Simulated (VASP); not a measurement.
**Dy (hcp): computed properties**

Level of theory: PBEsol GGA, VASP's PBE PAW potentials (set 64) (plane waves; VASP).

```
Item                                                                                                    Result
----------------------------------  --------------------------------------------------------------------------
space group                                                                                     P6_3/mmc (194)
cell                                a = 3.553 Å, b = 3.553 Å, c = 5.507 Å, α = 90.00°, β = 90.00°, γ = 120.00°
volume per atom                                                                                  30.11 Å³/atom
band gap (over mesh and band path)                                    none (metal, semimetal or under 0.01 eV)
density                                                                                             8.96 g/cm³
```

Dy is taken in the hexagonal space group P6₃/mmc (No. 194), the hcp (Mg type) structure, Pearson symbol hP2. Conventional cell: a = b = 3.5533 Å, c = 5.5068 Å, α = β = 90.00°, γ = 120.00°. Dy on 2c has 12 Dy at 3.434–3.553 Å (anticuboctahedral). (Neighbours: up to the widest gap in distance over summed covalent radii, below 1.35, at either atom.)

Measured: a 3.592 Å at 293 K (computed value off by -1.1 %), c 5.650 Å at 293 K (computed value off by -2.5 %), as given by Wikipedia, Dysprosium (infobox). The calculation is for a static lattice, while the measured a, c hold thermal and zero-point effects, which are part of the difference. The 4f electrons are frozen in the core of the lanthanide potential, so 4f levels, which can set the real gap, and their magnetism are missing.

The compound is Dy in the hcp structure. It was relaxed first. Symmetry was kept, so distortions that lower it aren't found.
